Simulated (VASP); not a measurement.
Data:

```
YN
1.0
    0.00000     2.42776     2.42776
    2.42776     0.00000     2.42776
    2.42776     2.42776     0.00000
Y N
1 1
Direct
  0.00000   0.00000   0.00000
  0.50000   0.50000   0.50000
```

The numbers are results of PBEsol GGA, VASP's PBE PAW potentials (set 64) (plane waves; VASP), not measurements. Numerical set-up: 600 eV cut-off, 10×10×10 Γ-centred mesh, Gaussian smearing of 0.050 eV, potentials Y_sv N.

The ions, cell shape and volume at an external pressure of 2.0 GPa are relaxed. Predict the relaxed structure.

```
YN
1.0
    0.00000     2.41786     2.41786
    2.41786     0.00000     2.41786
    2.41786     2.41786     0.00000
Y N
1 1
Direct
  0.00000   0.00000   0.00000
  0.50000   0.50000   0.50000
```
Space group Fm-3m (225), at a tolerance of 0.03 Å.

How do energy and volume change from the first to the last step?

The energy (σ→0) changes by +1.0 meV/atom and the volume by -1.2 %, in 3 ionic steps.

| step | E(σ→0) (eV) | max force (eV/Å) | pressure (GPa) | volume (Å³) |
|---|---|---|---|---|
| 1 | -19.1324 | 0.000 | -0.14 | 28.62 |
| 2 | -19.1211 | 0.000 | 4.88 | 27.83 |
| 3 | -19.1304 | 0.000 | 1.99 | 28.27 |

The compound is YN in the rock salt structure. This run relaxes it under an external pressure of 2 GPa. Symmetry was kept, so distortions that lower it aren't found.
